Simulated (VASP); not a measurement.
Given:

```xyz
5
Lattice="4.0068 0.0000 0.0000 0.0000 4.0068 0.0000 0.0000 0.0000 4.0068" Properties=species:S:1:pos:R:3 pbc="T T T"
K      0.0000     0.0000     0.0000
Ta     2.0034     2.0034     2.0034
O      2.0034     0.0000     2.0034
O      0.0000     2.0034     2.0034
O      2.0034     2.0034     0.0000
```

Level of theory: optB86b-vdW, VASP's PBE PAW potentials (set 64) (plane waves; VASP). Settings: 520 eV cut-off, 6×6×6 Γ-centred mesh, tetrahedra with Blöchl corrections, potentials K_sv Ta_pv O.

The cores are frozen, which limits the accuracy of field gradients.

**Question.** Give the principal components of the electric field gradient (V/Å²) and the asymmetry η at each nucleus.

**Answer.** 
| atom | Vxx | Vyy | Vzz | η |
|---|---|---|---|---|
| K1 | 0.0 | 0.0 | 0.0 | - |
| Ta2 | 0.0 | 0.0 | 0.0 | - |
| O3 | -9.8 | -9.8 | 19.6 | 0.00 |
| O4 | -9.8 | -9.8 | 19.6 | 0.00 |
| O5 | -9.8 | -9.8 | 19.6 | 0.00 |

The compound is KTaO3 in the cubic perovskite structure. It was relaxed first.
